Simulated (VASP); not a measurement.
These are TPSS meta-GGA, VASP's PBE PAW potentials (set 64) (plane waves; VASP) values and carry that method's errors.

A VASP calculation is set up with these files.

KPOINTS:
```
Automatic
0
G
9 9 9
0 0 0
```

INCAR:
```
! general
SYSTEM   =  BAs
PREC     =  Accurate
ENCUT    =  520
LREAL    =  .FALSE.
LASPH    =  .TRUE.

! electronic loop
EDIFF    =  1E-6
NELM     =  100
ALGO     =  Normal
LMAXMIX  =  4
LMIXTAU  =  .TRUE.

! smearing
ISMEAR   =  0
SIGMA    =  0.05

! functional
METAGGA  =  TPSS

! ions
IBRION   =  2
NSW      =  60
ISIF     =  3
EDIFFG   =  -0.01

! output
LWAVE    =  .FALSE.
LCHARG   =  .FALSE.
```

**POSCAR**
```
BAs
1
    0.0000000000     2.3900000000     2.3900000000
    2.3900000000     0.0000000000     2.3900000000
    2.3900000000     2.3900000000     0.0000000000
B As
1 1
Direct
  0.0000000000   0.0000000000   0.0000000000
  0.2500000000   0.2500000000   0.2500000000
```

POTCAR, in this order: B As (PBE.64 set). Program: vasp_std.

What VASP printed:

OSZICAR:
```
       N       E                     dE             d eps       ncg     rms          rms(c)
DAV:   1     0.901299422526E+01    0.90130E+01   -0.41052E+03   560   0.937E+02
DAV:   2    -0.188572007677E+02   -0.27870E+02   -0.27323E+02   848   0.128E+02
DAV:   3    -0.193113735702E+02   -0.45417E+00   -0.45417E+00   656   0.230E+01
DAV:   4    -0.193124699890E+02   -0.10964E-02   -0.10964E-02   880   0.119E+00
DAV:   5    -0.193124704413E+02   -0.45229E-06   -0.45225E-06   688   0.147E-02    0.408E+00
DAV:   6    -0.205726673447E+02   -0.12602E+01   -0.56553E+00   648   0.308E+01    0.299E+00
DAV:   7    -0.202215106352E+02    0.35116E+00   -0.22664E+00   584   0.517E+01    0.109E+00
DAV:   8    -0.203840561793E+02   -0.16255E+00   -0.86473E-01   592   0.140E+01    0.791E-01
DAV:   9    -0.203382079190E+02    0.45848E-01   -0.34679E-01   616   0.717E+00    0.303E-01
DAV:  10    -0.205887676330E+02   -0.25056E+00   -0.84159E-02   568   0.368E+00    0.181E-01
DAV:  11    -0.205873625475E+02    0.14051E-02   -0.12169E-03   888   0.381E-01    0.171E-01
DAV:  12    -0.205810888254E+02    0.62737E-02   -0.50071E-04   688   0.205E-01    0.127E-01
DAV:  13    -0.205949690491E+02   -0.13880E-01   -0.45211E-03   560   0.837E-01    0.215E-01
DAV:  14    -0.205950364388E+02   -0.67390E-04   -0.19620E-04   584   0.142E-01    0.187E-01
DAV:  15    -0.205950242685E+02    0.12170E-04   -0.21489E-05   704   0.497E-02    0.222E-01
DAV:  16    -0.205950662702E+02   -0.42002E-04   -0.23861E-04   680   0.109E-01    0.921E-02
DAV:  17    -0.205952015734E+02   -0.13530E-03   -0.25729E-04   792   0.152E-01    0.167E-02
DAV:  18    -0.205952001101E+02    0.14633E-05   -0.53590E-06   744   0.217E-02    0.126E-02
DAV:  19    -0.205952017303E+02   -0.16202E-05   -0.49644E-07   392   0.820E-03    0.755E-03
DAV:  20    -0.205952029956E+02   -0.12653E-05   -0.20391E-06   584   0.119E-02    0.163E-03
DAV:  21    -0.205952030118E+02   -0.16252E-07   -0.13426E-07   304   0.460E-03
   1 F= -.20595203E+02 E0= -.20595203E+02  d E =-.205952E+02
       N       E                     dE             d eps       ncg     rms          rms(c)
DAV:   1    -0.206001525674E+02   -0.49496E-02   -0.26606E-01   640   0.393E+00    0.503E-01
DAV:   2    -0.205991503662E+02    0.10022E-02   -0.12038E-02   728   0.687E-01    0.258E-01
DAV:   3    -0.205967021477E+02    0.24482E-02   -0.51085E-03   632   0.449E-01    0.679E-02
DAV:   4    -0.205970934412E+02   -0.39129E-03   -0.43292E-04   584   0.214E-01    0.561E-02
DAV:   5    -0.205969832906E+02    0.11015E-03   -0.55239E-04   728   0.194E-01    0.193E-02
DAV:   6    -0.205971661118E+02   -0.18282E-03   -0.20489E-04   656   0.148E-01    0.118E-02
DAV:   7    -0.205972168061E+02   -0.50694E-04   -0.33201E-05   576   0.522E-02    0.504E-03
DAV:   8    -0.205972170441E+02   -0.23797E-06   -0.82679E-07   616   0.916E-03
   2 F= -.20597217E+02 E0= -.20597217E+02  d E =-.201403E-02
       N       E                     dE             d eps       ncg     rms          rms(c)
DAV:   1    -0.205994958213E+02   -0.22790E-02   -0.46066E-02   624   0.165E+00    0.210E-01
DAV:   2    -0.205993731556E+02    0.12267E-03   -0.19920E-03   752   0.285E-01    0.108E-01
DAV:   3    -0.205989553292E+02    0.41783E-03   -0.88054E-04   632   0.186E-01    0.298E-02
DAV:   4    -0.205990332490E+02   -0.77920E-04   -0.72408E-05   592   0.892E-02    0.246E-02
DAV:   5    -0.205990068963E+02    0.26353E-04   -0.98992E-05   688   0.841E-02    0.770E-03
DAV:   6    -0.205990462140E+02   -0.39318E-04   -0.38760E-05   672   0.652E-02    0.501E-03
DAV:   7    -0.205990541963E+02   -0.79823E-05   -0.52568E-06   568   0.205E-02    0.227E-03
DAV:   8    -0.205990542402E+02   -0.43902E-07   -0.16820E-07   312   0.396E-03
   3 F= -.20599054E+02 E0= -.20599054E+02  d E =-.385123E-02
```

File OUTCAR:
```
------------------------ aborting loop because EDIFF is reached ----------------------------------------
  FORCE on cell =-STRESS in cart. coord.  units (eV):
  Direction    XX          YY          ZZ          XY          YZ          ZX
  --------------------------------------------------------------------------------------
  Total        0.0016222      0.0016222      0.0016222      0.0000000      0.0000000      0.0000000
  in kB        0.0934776      0.0934776      0.0934776      0.0000000      0.0000000      0.0000000
  external PRESSURE =       0.0934776 kB  Pullay stress =       0.0000000 kB
  volume of cell :       27.80
      direct lattice vectors                 reciprocal lattice vectors
    -0.000000000  2.404496270  2.404496270    -0.207943762  0.207943762  0.207943762
     2.404496270 -0.000000000  2.404496270     0.207943762 -0.207943762  0.207943762
     2.404496270  2.404496270 -0.000000000     0.207943762  0.207943762 -0.207943762
  FREE ENERGIE OF THE ION-ELECTRON SYSTEM (eV)
  ---------------------------------------------------
  free  energy   TOTEN  =       -20.5990542402 eV

  energy  without entropy=      -20.5990542402  energy(sigma->0) =      -20.59905424

 reached required accuracy - stopping structural energy minimisation
```
(Selected blocks of OUTCAR.)

**CONTCAR**
```
BAs
   1.00000000000000
    -0.0000000000000000    2.4044962699752683    2.4044962699752683
     2.4044962699752683   -0.0000000000000000    2.4044962699752683
     2.4044962699752683    2.4044962699752683   -0.0000000000000000
  B               As
     1     1
Direct
     0.0000000000000000    0.0000000000000000    0.0000000000000000
     0.2500000000000000    0.2500000000000000    0.2500000000000000
```

The compound is BAs in the zinc blende structure. This run relaxes it. Symmetry was kept, so distortions that lower it aren't found.
